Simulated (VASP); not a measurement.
Output of a VASP run:

### OUTCAR
```
 ion  position               nearest neighbor table
   1  0.232  0.232  0.232-   2 3.07   2 3.07   2 3.07   2 3.61   2 3.61   2 3.61
   2  0.768  0.768  0.768-   1 3.07   1 3.07   1 3.07   1 3.61   1 3.61   1 3.61
  LATTYP: Found a trigonal (rhomboedric) cell.
 ALAT       =     4.8520552735
 COS(alpha) =     0.5624919493
 Subroutine PRICEL returns:
 Original cell was already a primitive cell.
 Subroutine GETGRP returns: Found 12 space group operations
The static configuration has the point symmetry D_3d.
The dynamic configuration has the point symmetry D_3d.
 Subroutine INISYM returns: Found 12 space group operations
 Subroutine IBZKPT returns following result:
 Found     32 irreducible k-points:

 Following reciprocal coordinates:
            Coordinates               Weight
  0.000000  0.000000  0.000000      1.000000
  0.166667  0.000000  0.000000      6.000000
  0.333333 -0.000000 -0.000000      6.000000
  0.500000 -0.000000 -0.000000      3.000000
  0.166667  0.166667  0.000000      6.000000
  0.333333  0.166667  0.000000     12.000000
  0.500000  0.166667 -0.000000     12.000000
 -0.333333  0.166667  0.000000     12.000000
 -0.166667  0.166667  0.000000      6.000000
  0.333333  0.333333 -0.000000      6.000000
  0.500000  0.333333 -0.000000     12.000000
 -0.333333  0.333333  0.000000      6.000000
  0.500000  0.500000 -0.000000      3.000000
  0.166667  0.166667  0.166667      2.000000
  0.333333  0.166667  0.166667      6.000000
  0.500000  0.166667  0.166667      6.000000
 -0.333333  0.166667  0.166667      6.000000
 -0.166667  0.166667  0.166667      6.000000
  0.333333  0.333333  0.166667      6.000000
  0.500000  0.333333  0.166667     12.000000
 -0.333333  0.333333  0.166667     12.000000
 -0.166667  0.333333  0.166667     12.000000
  0.500000  0.500000  0.166667      6.000000
 -0.333333  0.500000  0.166667     12.000000
 -0.166667  0.500000  0.166667      6.000000
 -0.333333 -0.333333  0.166667      6.000000
  0.333333  0.333333  0.333333      2.000000
  0.500000  0.333333  0.333333      6.000000
 -0.333333  0.333333  0.333333      6.000000
  0.500000  0.500000  0.333333      6.000000
 -0.333333  0.500000  0.333333      6.000000
  0.500000  0.500000  0.500000      1.000000
   k-points           NKPTS =     32   k-points in BZ     NKDIM =     32   number of bands    NBANDS=     19
   number of dos      NEDOS =    301   number of ions     NIONS =      2
   total plane-waves  NPLWV =  32768
   dimension x,y,z NGX =    32 NGY =   32 NGZ =   32
   dimension x,y,z NGXF=    64 NGYF=   64 NGZF=   64
   ions per type =               2
   PREC   = accura    normal or accurate (medium, high low for compatibility)
   ISTART =      0    job   : 0-new  1-cont  2-samecut
   ICHARG =      2    charge: 1-file 2-atom 10-const
   ISPIN  =      1    spin polarized calculation?
   LNONCOLLINEAR =      F non collinear calculations
   LSORBIT =      F    spin-orbit coupling
   INIWAV =      1    electr: 0-lowe 1-rand  2-diag
   ENCUT  =  400.0 eV  29.40 Ry    5.42 a.u.   7.91  7.91  7.91*2*pi/ulx,y,z
   NELM   =    100;   NELMIN=  2; NELMDL= -5     # of ELM steps
   EDIFF  = 0.1E-05   stopping-criterion for ELM
   LREAL  =      F    real-space projection
   NLSPLINE    = F    spline interpolate recip. space projectors
   LMAXMIX     =    4 max onsite mixed and CHGCAR
   VOSKOWN=      0    Vosko Wilk Nusair interpolation
   EDIFFG = -.1E-01   stopping-criterion for IOM
   NSW    =     60    number of steps for IOM
   NBLOCK =      1;   KBLOCK =     60    inner block; outer block
   IBRION =      2    ionic relax: 0-MD 1-quasi-New 2-CG
   NFREE  =      1    steps in history (QN), initial steepest desc. (CG)
   ISIF   =      3    stress and relaxation
   ISYM   =      2    0-nonsym 1-usesym 2-fastsym
   TEIN   =    0.0    initial temperature
   TEBEG  =    0.0;   TEEND  =   0.0 temperature during run
   SMASS  =  -3.00    Nose mass-parameter (am)
   PSTRESS=    0.0 pullay stress
...
```

**OSZICAR**
```
...
DAV:   8    -0.117026987397E+03   -0.14774E-06   -0.23120E-07   608   0.639E-03
   6 F= -.11702699E+03 E0= -.11702660E+03  d E =-.275344E-03
       N       E                     dE             d eps       ncg     rms          rms(c)
DAV:   1    -0.117027562765E+03   -0.57552E-03   -0.27654E-02  1318   0.230E+00    0.129E-01
DAV:   2    -0.117027087325E+03    0.47544E-03   -0.14856E-03  1318   0.555E-01    0.553E-02
DAV:   3    -0.117026970726E+03    0.11660E-03   -0.59858E-04  1571   0.354E-01    0.667E-03
DAV:   4    -0.117026981544E+03   -0.10818E-04   -0.10355E-04  1216   0.845E-02    0.450E-03
DAV:   5    -0.117026993545E+03   -0.12000E-04   -0.35259E-06   972   0.155E-02    0.379E-03
DAV:   6    -0.117027001960E+03   -0.84156E-05   -0.48166E-06   963   0.279E-02    0.293E-03
DAV:   7    -0.117027003752E+03   -0.17917E-05   -0.17005E-06   966   0.141E-02    0.525E-04
DAV:   8    -0.117027003726E+03    0.25927E-07   -0.22993E-07   608   0.677E-03
   7 F= -.11702700E+03 E0= -.11702661E+03  d E =-.291673E-03
       N       E                     dE             d eps       ncg     rms          rms(c)
DAV:   1    -0.117027379136E+03   -0.37538E-03   -0.34840E-02  1443   0.154E+00    0.108E-01
DAV:   2    -0.117027185639E+03    0.19350E-03   -0.14802E-03  1614   0.564E-01    0.666E-02
DAV:   3    -0.117027001739E+03    0.18390E-03   -0.36740E-04  1431   0.364E-01    0.678E-03
DAV:   4    -0.117027026495E+03   -0.24755E-04   -0.25600E-04  1216   0.177E-01    0.649E-03
DAV:   5    -0.117027068987E+03   -0.42492E-04   -0.26403E-05  1216   0.419E-02    0.357E-03
DAV:   6    -0.117027067529E+03    0.14578E-05   -0.20698E-06  1003   0.174E-02    0.131E-03
DAV:   7    -0.117027070027E+03   -0.24977E-05   -0.28243E-06   960   0.165E-02    0.581E-04
DAV:   8    -0.117027070210E+03   -0.18331E-06   -0.43524E-07   638   0.777E-03
   8 F= -.11702707E+03 E0= -.11702669E+03  d E =-.664838E-04
       N       E                     dE             d eps       ncg     rms          rms(c)
DAV:   1    -0.117027834560E+03   -0.76453E-03   -0.82143E-02  1435   0.237E+00    0.166E-01
DAV:   2    -0.117027383120E+03    0.45144E-03   -0.35616E-03  1619   0.869E-01    0.102E-01
DAV:   3    -0.117026946733E+03    0.43639E-03   -0.86035E-04  1431   0.556E-01    0.103E-02
DAV:   4    -0.117027008327E+03   -0.61594E-04   -0.59505E-04  1216   0.270E-01    0.990E-03
DAV:   5    -0.117027109086E+03   -0.10076E-03   -0.60807E-05  1216   0.644E-02    0.548E-03
DAV:   6    -0.117027105323E+03    0.37633E-05   -0.50234E-06  1066   0.270E-02    0.201E-03
DAV:   7    -0.117027111637E+03   -0.63142E-05   -0.67555E-06   976   0.258E-02    0.857E-04
DAV:   8    -0.117027111984E+03   -0.34666E-06   -0.10495E-06   896   0.120E-02
   9 F= -.11702711E+03 E0= -.11702675E+03  d E =-.108258E-03
       N       E                     dE             d eps       ncg     rms          rms(c)
DAV:   1    -0.117027511557E+03   -0.39992E-03   -0.17727E-02  1333   0.169E+00    0.106E-01
DAV:   2    -0.117027201895E+03    0.30966E-03   -0.93178E-04  1327   0.472E-01    0.537E-02
DAV:   3    -0.117027109173E+03    0.92722E-04   -0.41520E-04  1584   0.316E-01    0.114E-02
DAV:   4    -0.117027091883E+03    0.17290E-04   -0.94494E-05  1216   0.996E-02    0.522E-03
DAV:   5    -0.117027118790E+03   -0.26907E-04   -0.24831E-05  1216   0.460E-02    0.181E-03
DAV:   6    -0.117027118773E+03    0.16754E-07   -0.37246E-06   960   0.223E-02
  10 F= -.11702712E+03 E0= -.11702676E+03  d E =-.678960E-05
```

File OUTCAR:
```
------------------------ aborting loop because EDIFF is reached ----------------------------------------
  FORCE on cell =-STRESS in cart. coord.  units (eV):
  Direction    XX          YY          ZZ          XY          YZ          ZX
  --------------------------------------------------------------------------------------
  Total       -0.0077885     -0.0131494     -0.0125576      0.0000000      0.0000000      0.0017811
  in kB       -0.1701017     -0.2871821     -0.2742581      0.0000000      0.0000000      0.0388993
  external PRESSURE =      -0.2438473 kB  Pullay stress =       0.0000000 kB
  volume of cell :       73.36
      direct lattice vectors                 reciprocal lattice vectors
     4.316384852 -2.269067506  0.053633519     0.117020351 -0.220354837 -0.095180577
     4.316384852  2.269067506  0.053633519     0.117020351  0.220354837 -0.095180577
     3.077221647 -0.000000000  3.783309247    -0.003317843  0.000000000  0.267017490
 POSITION                                       TOTAL-FORCE (eV/Angst)
 -----------------------------------------------------------------------------------
      2.70835     -0.00000      0.89983        -0.002363      0.000000     -0.000785
      9.00164     -0.00000      2.99074         0.002363     -0.000000      0.000785
 -----------------------------------------------------------------------------------
    total drift:                               -0.000000     -0.000000     -0.000000
  FREE ENERGIE OF THE ION-ELECTRON SYSTEM (eV)
  ---------------------------------------------------
  free  energy   TOTEN  =      -117.0271187733 eV

  energy  without entropy=     -117.0264105183  energy(sigma->0) =     -117.02676465

 reached required accuracy - stopping structural energy minimisation
```
(Selected blocks of OUTCAR.)

### POSCAR
```
Bi
1
    4.2884131917    -2.2693616878     0.0441611225
    4.2884131917     2.2693616878     0.0441611225
    3.0490893321     0.0000000000     3.7743204003
Bi
2
Direct
  0.2322718691   0.2322718691   0.2322718691
  0.7677281309   0.7677281309   0.7677281309
```

Question: Reconstruct the remaining input files.

Answer: Several could match; the one computed here: the input of the run itself, r2SCAN meta-GGA, plane waves, VASP's PBE PAW potentials (set 64).

### KPOINTS
```
Automatic mesh
0
G
  6 6 6
```

**INCAR**
```
! general
SYSTEM   =  Bi
PREC     =  Accurate
ENCUT    =  400   ! plane-wave cut-off (eV)
LREAL    =  .False.   ! projection in real space or not
LASPH    =  .True.

! electronic loop
EDIFF    =  1E-6
NELM     =  100
ALGO     =  Normal
LMAXMIX  =  4
LMIXTAU  =  .True.

! smearing
ISMEAR   =  0   ! Gaussian
SIGMA    =  0.05   ! width (eV)

! functional
METAGGA  =  R2SCAN

! ions
IBRION   =  2   ! conjugate gradients
NSW      =  60   ! most ionic steps
ISIF     =  3   ! ions, shape and volume
EDIFFG   =  -0.01   ! ionic stop

! output
LWAVE    =  .False.
LCHARG   =  .False.
```

POTCAR, in this order: Bi_d (PBE.64 set). Program: vasp_std.

The compound is Bi in the a7 structure. This run relaxes it. Symmetry was kept, so distortions that lower it aren't found. The start is the result of an earlier pass.
